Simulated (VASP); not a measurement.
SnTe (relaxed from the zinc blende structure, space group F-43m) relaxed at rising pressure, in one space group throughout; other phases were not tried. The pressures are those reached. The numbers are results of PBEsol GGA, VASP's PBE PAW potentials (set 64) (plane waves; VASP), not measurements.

| P (GPa) | V (Å³/atom) | k-mesh |
|---|---|---|
| 0.01 | 44.501 | 7×7×7 |
| 5.04 | 38.298 | 9×9×9 |
| 10.01 | 34.722 | 10×10×10 |
| 20.00 | 30.515 | 10×10×10 |
| 30.07 | 27.798 | 10×10×10 |

A change of mesh leaves a small step in the series.

Q: Fit an equation of state and predict the volume at 45.01 GPa.

A: Least squares on the third-order Birch-Murnaghan form, P = (3B0/2)(y⁷ − y⁵)[1 + (3/4)(B′ − 4)(y² − 1)] with y = (V0/V)^(1/3), gives V0 = 44.518 Å³/atom, B0 = 25 GPa and B′ = 4.0, and so 25.119 Å³/atom. The run gave 25.259 Å³/atom, +0.6 % from the fit.

Pressures at which the relaxation failed are left out.

The structure was generated: SnTe was put into the zinc blende type (F-43m), which need not be its known phase.
